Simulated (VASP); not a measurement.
The system is BN.

```
CELL_PARAMETERS angstrom
2.49824 0.00000 0.00000
-1.24912 2.16354 0.00000
0.00000 0.00000 6.63570
ATOMIC_POSITIONS crystal
B 0.33333 0.66667 0.25000
B 0.66667 0.33333 0.75000
N 0.33333 0.66667 0.75000
N 0.66667 0.33333 0.25000
```

Base run:

| Property | Result |
| --- | --- |
| Program | VASP 6.6.1 |
| Functional | PBE |
| Dispersion | D3(BJ) |
| Potentials or basis | VASP PAW PBE potentials, release 64 (B, N) |
| Cutoff | 520 eV |
| k mesh | 12 × 12 × 4 |
| Occupations | gaussian, width 0.02 eV |
| Spin | no spin polarisation |

Its results: band gap on the k mesh 4.29 eV, indirect (least direct gap 4.66 eV); pressure 2.4 GPa.

The run is repeated on the same cell with these changes: k mesh from 12 × 12 × 4 to 9 × 9 × 4. What comes out?

Band gap on the k mesh 4.41 eV, indirect (least direct gap 4.66 eV); pressure 2.4 GPa.

Caveats: an odd mesh through Γ misses points on the zone boundary, where band edges often lie (some runs).
